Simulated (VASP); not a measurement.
# GW on NaCl (Halite): a test of the settings, part 2 of 3

How far does the GW correction to the gap of NaCl (Halite) depend on the settings? The starting structure is a measured crystal structure from the Crystallography Open Database. Cell and atoms stay as given.

VASP 6.6.1.

Results so far: G0W0 (response cutoff 100 eV, 4×4×4 mesh) 7.70 eV; G0W0 (response cutoff 160 eV, 4×4×4 mesh) 7.85 eV.

## (4) G0W0 (response cutoff 240 eV, 4×4×4 mesh)

Level of this step: G0W0 on LDA; plane waves and PAW (Cl_GW, Na_sv_GW) (VASP).

It reads the orbitals and their derivatives (WAVECAR and WAVEDER) of a run with the empty bands, which follows a ground-state run; neither is shown.

Input file INCAR:

```
SYSTEM = NaCl
PREC = Accurate
ENCUT = 400
ISMEAR = 0
SIGMA = 0.01
LREAL = .FALSE.
GGA = CA
NBANDS = 380
ALGO = EVGW0
NELMGW = 1
ENCUTGW = 240
NOMEGA = 40
PRECFOCK = Fast
NBANDSGW = 16
LWAVE = .FALSE.
LCHARG = .FALSE.
```

Input file POSCAR:

```
NaCl
1.0
    0.0000000000      2.8202800000      2.8202800000
    2.8202800000      0.0000000000      2.8202800000
    2.8202800000      2.8202800000      0.0000000000
Cl Na
1 1
Direct
    0.5000000000      0.5000000000      0.5000000000
    0.0000000000      0.0000000000      0.0000000000
```

Input file KPOINTS:

```
Automatic mesh
0
Gamma
4 4 4
0 0 0
```

The projector-augmented-wave data sets are Cl_GW and Na_sv_GW (LDA family, release 64).

Run with:

```bash
$ mpirun -np 4 vasp_std
```

The program printed:

```text
[banner, memory and clock lines left out]
running    4 mpi-ranks, on    1 nodes
[...]
|                                                                             |
|           W    W    AA    RRRRR   N    N  II  N    N   GGGG   !!!           |
|           W    W   A  A   R    R  NN   N  II  NN   N  G    G  !!!           |
|           W    W  A    A  R    R  N N  N  II  N N  N  G       !!!           |
|           W WW W  AAAAAA  RRRRR   N  N N  II  N  N N  G  GGG   !            |
|           WW  WW  A    A  R   R   N   NN  II  N   NN  G    G                |
|           W    W  A    A  R    R  N    N  II  N    N   GGGG   !!!           |
|                                                                             |
|     The default for ENCUTGWSOFT is different in this version of VASP.       |
|     please manually set ENCUTGWSOFT =240 in the INCAR file.                 |
|                                                                             |

 LDA part: xc-table for (Slater(with rela. corr.)+CA(PZ))
[...]
total number of BLAS operations       2321.56 Gflops
NQ=   4    0.2500    0.2500    0.0000,
|.........|.........|.........|.........|.........|.........|.........|.........
 performed       2920000 updates of chi_q(r,r)
 total number of BLAS operations       3256.27 Gflops
NQ=   5    0.5000    0.2500    0.0000,
|.........|.........|.........|.........|.........|.........|.........|.........
 performed       4030000 updates of chi_q(r,r)
 total number of BLAS operations       4552.69 Gflops
NQ=   6   -0.2500    0.2500    0.0000,
|.........|.........|.........|.........|.........|.........|.........|.........
 performed       5018000 updates of chi_q(r,r)
 total number of BLAS operations       5689.09 Gflops
NQ=   7    0.5000    0.5000    0.0000,
|.........|.........|.........|.........|.........|.........|.........|.........
 performed       5666000 updates of chi_q(r,r)
 total number of BLAS operations       6470.05 Gflops
NQ=   8   -0.2500    0.5000    0.2500,
|.........|.........|.........|.........|.........|.........|.........|.........
 performed       6509000 updates of chi_q(r,r)
 total number of BLAS operations       7443.90 Gflops
 resolving degeneracies of screened two electron integrals

 calculate QP shifts <psi_nk| G(iteration)W_0 |psi_nk>: iteration 1
 entering main loop
[key lines of the parts left out:]
E-fermi :   1.2165
```

Run time: 3.5 min. Hardware: 4 MPI ranks of AMD EPYC 7R43, shared host; peak memory 1.4 GiB.

OUTCAR, selected parts (step 4):

```text
 QP shifts <psi_nk| G(iteration)W_0 |psi_nk>: iteration 1
 for sc-GW calculations column KS-energies equals QP-energies in previous step
 and V_xc(KS)=  KS-energies - (<T + V_ion + V_H > + <T+V_H+V_ion>^1  + <V_x>^1)
 k-point   1 :       0.0000    0.0000    0.0000
  band No.  KS-energies  QP-energies   sigma(KS)   V_xc(KS)     V^pw_x(r,r')   Z            occupation Imag(sigma)
    ...
      5     -13.7134     -15.5693     -17.4549     -14.8501     -24.1257       0.7125       2.0000       1.7843
      6      -1.1345      -3.1628     -17.1134     -14.5462     -18.7853       0.7901       2.0000       0.2461
      7      -1.1345      -3.1628     -17.1134     -14.5462     -18.7853       0.7901       2.0000       0.2461
      8      -1.1345      -3.1628     -17.1134     -14.5462     -18.7853       0.7901       2.0000       0.2461
      9       3.5676       4.7984      -7.3049      -8.7632      -4.1798       0.8440       0.0000      -0.1899
     10       9.6170      11.0850      -6.9009      -8.6576      -3.4318       0.8356       0.0000      -0.2500
     11       9.6170      11.0850      -6.9009      -8.6576      -3.4318       0.8356       0.0000      -0.2500
     12       9.6170      11.0850      -6.9009      -8.6576      -3.4318       0.8356       0.0000      -0.2500
    ...

[... 1 part as in an earlier step ...]

[... 2 further parts left out ...]
[key lines of the parts left out:]
E-fermi :   1.2165
```

G0W0 (response cutoff 240 eV, 4×4×4 mesh): the quasiparticle gap on this mesh is 7.961 eV, +3.259 eV from the LDA gap on the same points, with 380 bands.

## (5) GW0 with iterated eigenvalues (response cutoff 160 eV, 4×4×4 mesh)

It reads the orbitals and their derivatives (WAVECAR and WAVEDER) of a run with the empty bands, which follows a ground-state run; neither is shown.

INCAR, as its differences from that of step 4:

```diff
@@ -7,6 +7,6 @@
 GGA = CA
-NBANDS = 380
+NBANDS = 208
 ALGO = EVGW0
-NELMGW = 1
-ENCUTGW = 240
+NELMGW = 4
+ENCUTGW = 160
 NOMEGA = 40
```

POSCAR is that of step 4.

KPOINTS is that of step 4.

Run with:

```bash
$ mpirun -np 4 vasp_std
```

The program printed:

```text
[banner, memory and clock lines left out]
running    4 mpi-ranks, on    1 nodes
[...]
[... a notice as in an earlier step ...]

 LDA part: xc-table for (Slater(with rela. corr.)+CA(PZ))
 , standard interpolation
 found WAVECAR, reading the header
 POSCAR, INCAR and KPOINTS ok, starting setup
[...]
reading WAVECAR
 the WAVECAR file was read successfully
 initial charge from wavefunction
 available memory per node:    160.87 GB, setting MAXMEM to    164727

 The Fermi energy was updated, please check that it is located mid-gap
 values below the HOMO (VB) or above the LUMO (CB) will cause erroneous energies
 E-fermi :   1.2165

 calculate exact exchange contribution
 the WAVEDER file was read successfully
energies w=
    0.000    0.000    1.954    0.000    3.897    0.000    5.820    0.000
    7.714    0.000    9.574    0.000   11.397    0.000   13.180    0.000
   14.925    0.000   16.635    0.000   18.315    0.000   19.969    0.000
[...]
total number of BLAS operations        368.25 Gflops
NQ=   4    0.2500    0.2500    0.0000,
|.........|.........|.........|.........|.........|.........|.........|.........
 performed       1583000 updates of chi_q(r,r)
 total number of BLAS operations        515.50 Gflops
NQ=   5    0.5000    0.2500    0.0000,
|.........|.........|.........|.........|.........|.........|.........|.........
 performed       2187000 updates of chi_q(r,r)
 total number of BLAS operations        730.68 Gflops
NQ=   6   -0.2500    0.2500    0.0000,
|.........|.........|.........|.........|.........|.........|.........|.........
 performed       2724000 updates of chi_q(r,r)
 total number of BLAS operations        920.35 Gflops
NQ=   7    0.5000    0.5000    0.0000,
|.........|.........|.........|.........|.........|.........|.........|.........
 performed       3075000 updates of chi_q(r,r)
 total number of BLAS operations       1039.58 Gflops
NQ=   8   -0.2500    0.5000    0.2500,
|.........|.........|.........|.........|.........|.........|.........|.........
 performed       3532000 updates of chi_q(r,r)
 total number of BLAS operations       1198.01 Gflops
 resolving degeneracies of screened two electron integrals

 calculate QP shifts <psi_nk| G(iteration)W_0 |psi_nk>: iteration 4
 entering main loop
```

The job ended after 4.7 min (4 MPI ranks; peak memory 0.76 GiB; 19 min of CPU time).

Parts of OUTCAR (step 5):

```text
 QP shifts <psi_nk| G(iteration)W_0 |psi_nk>: iteration 2
 k-point   1 :       0.0000    0.0000    0.0000
  band No. old QP-enery  QP-energies   sigma(KS)   T+V_ion+V_H  V^pw_x(r,r')   Z            occupation Imag(sigma)
    ...
      5     -15.3981     -15.8698     -17.1958       1.1367     -24.1257       0.7137       2.0000       1.7368
      6      -3.0036      -3.3035     -16.7932      13.4116     -18.7853       0.7934       2.0000       0.2482
      7      -3.0036      -3.3035     -16.7932      13.4116     -18.7853       0.7934       2.0000       0.2482
      8      -3.0036      -3.3035     -16.7932      13.4116     -18.7853       0.7934       2.0000       0.2482
      9       4.8506       5.0032      -7.3001      12.3308      -4.1798       0.8469       0.0000      -0.1968
     10      11.1317      11.3136      -6.9254      18.2746      -3.4318       0.8364       0.0000      -0.2599
     11      11.1317      11.3136      -6.9254      18.2746      -3.4318       0.8364       0.0000      -0.2599
     12      11.1317      11.3136      -6.9254      18.2746      -3.4318       0.8364       0.0000      -0.2599
    ...

 QP shifts <psi_nk| G(iteration)W_0 |psi_nk>: iteration 3
 k-point   1 :       0.0000    0.0000    0.0000
  band No. old QP-enery  QP-energies   sigma(KS)   T+V_ion+V_H  V^pw_x(r,r')   Z            occupation Imag(sigma)
    ...
      5     -15.8698     -15.9836     -17.1660       1.1367     -24.1257       0.7137       2.0000       1.7689
      6      -3.3035      -3.3561     -16.7813      13.4116     -18.7853       0.7943       2.0000       0.2487
      7      -3.3035      -3.3561     -16.7813      13.4116     -18.7853       0.7943       2.0000       0.2487
      8      -3.3035      -3.3561     -16.7813      13.4116     -18.7853       0.7943       2.0000       0.2487
      9       5.0032       5.0206      -7.3071      12.3308      -4.1798       0.8471       0.0000      -0.1974
     10      11.3136      11.3352      -6.9352      18.2746      -3.4318       0.8368       0.0000      -0.2606
     11      11.3136      11.3352      -6.9352      18.2746      -3.4318       0.8368       0.0000      -0.2606
     12      11.3136      11.3352      -6.9352      18.2746      -3.4318       0.8368       0.0000      -0.2606
    ...

 QP shifts <psi_nk| G(iteration)W_0 |psi_nk>: iteration 4
 k-point   1 :       0.0000    0.0000    0.0000
  band No. old QP-enery  QP-energies   sigma(KS)   T+V_ion+V_H  V^pw_x(r,r')   Z            occupation Imag(sigma)
    ...
      5     -15.9836     -16.0093     -17.1563       1.1367     -24.1257       0.7143       2.0000       1.7811
      6      -3.3561      -3.3658     -16.7800      13.4116     -18.7853       0.7944       2.0000       0.2487
      7      -3.3561      -3.3658     -16.7800      13.4116     -18.7853       0.7944       2.0000       0.2487
      8      -3.3561      -3.3658     -16.7800      13.4116     -18.7853       0.7944       2.0000       0.2487
      9       5.0206       5.0223      -7.3083      12.3308      -4.1798       0.8475       0.0000      -0.1975
     10      11.3352      11.3376      -6.9365      18.2746      -3.4318       0.8367       0.0000      -0.2608
     11      11.3352      11.3376      -6.9365      18.2746      -3.4318       0.8367       0.0000      -0.2608
     12      11.3352      11.3376      -6.9365      18.2746      -3.4318       0.8367       0.0000      -0.2608
    ...

[... 3 parts as in an earlier step ...]

[... 1 further part left out ...]
[key lines of the parts left out:]
E-fermi :   1.2165
```

GW0 with iterated eigenvalues (response cutoff 160 eV, 4×4×4 mesh): the quasiparticle gap on this mesh is 8.388 eV, +3.686 eV from the LDA gap on the same points, with 208 bands.

## (6) G0W0 (response cutoff 100 eV, 5×5×5 mesh)

It reads the orbitals and their derivatives (WAVECAR and WAVEDER) of a run with the empty bands, which follows a ground-state run; neither is shown.

INCAR, as its differences from that of step 5:

```diff
@@ -7,6 +7,6 @@
 GGA = CA
-NBANDS = 208
+NBANDS = 104
 ALGO = EVGW0
-NELMGW = 4
-ENCUTGW = 160
+NELMGW = 1
+ENCUTGW = 100
 NOMEGA = 40
```

POSCAR is that of step 5.

Input file KPOINTS:

```
Automatic mesh
0
Gamma
5 5 5
0 0 0
```

Run with:

```bash
$ mpirun -np 4 vasp_std
```

The program printed:

```text
[banner, memory and clock lines left out]
running    4 mpi-ranks, on    1 nodes
[...]
[... a notice as in an earlier step ...]

 LDA part: xc-table for (Slater(with rela. corr.)+CA(PZ))
 , standard interpolation
 found WAVECAR, reading the header
 POSCAR, INCAR and KPOINTS ok, starting setup
[...]
reading WAVECAR
 the WAVECAR file was read successfully
 initial charge from wavefunction
 available memory per node:    158.70 GB, setting MAXMEM to    162505

 The Fermi energy was updated, please check that it is located mid-gap
 values below the HOMO (VB) or above the LUMO (CB) will cause erroneous energies
 E-fermi :   1.2150

 calculate exact exchange contribution
 the WAVEDER file was read successfully
energies w=
    0.000    0.000    1.928    0.000    3.846    0.000    5.745    0.000
    7.616    0.000    9.454    0.000   11.255    0.000   13.018    0.000
   14.744    0.000   16.436    0.000   18.096    0.000   19.732    0.000
[...]
total number of BLAS operations        168.06 Gflops
NQ=   6   -0.4000    0.2000    0.0000,
|.........|.........|.........|.........|.........|.........|.........|.........
 performed       2578000 updates of chi_q(r,r)
 total number of BLAS operations        214.41 Gflops
NQ=   7   -0.2000    0.2000    0.0000,
|.........|.........|.........|.........|.........|.........|.........|.........
 performed       3052000 updates of chi_q(r,r)
 total number of BLAS operations        253.17 Gflops
NQ=   8    0.4000    0.4000    0.0000,
|.........|.........|.........|.........|.........|.........|.........|.........
 performed       3427000 updates of chi_q(r,r)
 total number of BLAS operations        283.17 Gflops
NQ=   9   -0.4000    0.4000    0.0000,
|.........|.........|.........|.........|.........|.........|.........|.........
 performed       3901000 updates of chi_q(r,r)
 total number of BLAS operations        322.70 Gflops
NQ=  10   -0.4000    0.4000    0.2000,
|.........|.........|.........|.........|.........|.........|.........|.........
 performed       4475000 updates of chi_q(r,r)
 total number of BLAS operations        373.39 Gflops
 resolving degeneracies of screened two electron integrals

 calculate QP shifts <psi_nk| G(iteration)W_0 |psi_nk>: iteration 1
 entering main loop
```

The job ended after 2.4 min (4 MPI ranks; peak memory 0.74 GiB; 9.7 min of CPU time).

From OUTCAR (step 6):

```text
 QP shifts <psi_nk| G(iteration)W_0 |psi_nk>: iteration 1
 for sc-GW calculations column KS-energies equals QP-energies in previous step
 and V_xc(KS)=  KS-energies - (<T + V_ion + V_H > + <T+V_H+V_ion>^1  + <V_x>^1)
 k-point   1 :       0.0000    0.0000    0.0000
  band No.  KS-energies  QP-energies   sigma(KS)   V_xc(KS)     V^pw_x(r,r')   Z            occupation Imag(sigma)
    ...
      5     -13.7160     -15.1523     -16.8652     -14.8500     -24.1263       0.7127       2.0000       1.7895
      6      -1.1370      -2.7730     -16.6076     -14.5460     -18.7563       0.7936       2.0000       0.2449
      7      -1.1370      -2.7730     -16.6076     -14.5460     -18.7563       0.7936       2.0000       0.2449
      8      -1.1370      -2.7730     -16.6076     -14.5460     -18.7563       0.7936       2.0000       0.2449
      9       3.5669       4.9158      -7.1713      -8.7636      -4.2242       0.8471       0.0000      -0.1869
     10       9.6162      11.2257      -6.7363      -8.6585      -3.4419       0.8374       0.0000      -0.2493
     11       9.6162      11.2257      -6.7363      -8.6585      -3.4419       0.8374       0.0000      -0.2493
     12       9.6162      11.2257      -6.7363      -8.6585      -3.4419       0.8374       0.0000      -0.2493
    ...

[... 1 part as in an earlier step ...]

[... 2 further parts left out ...]
[key lines of the parts left out:]
E-fermi :   1.2150
```

G0W0 (response cutoff 100 eV, 5×5×5 mesh): the quasiparticle gap on this mesh is 7.689 eV, +2.985 eV from the LDA gap on the same points, with 104 bands.

[end of part 2 of 3]

[Lines on the potential files, build, host, timing and source positions are cut from VASP's logs without a mark.]

[Logs are printed without paths, hosts, clocks, repeated set-up lines and the standing remarks that a program may print on its own settings, such as how far it seeks lower states.]

[Hosts, paths, dates, database ids (printed as entryN), source tags and the programs' standing remarks are cut or masked in the printed files.]
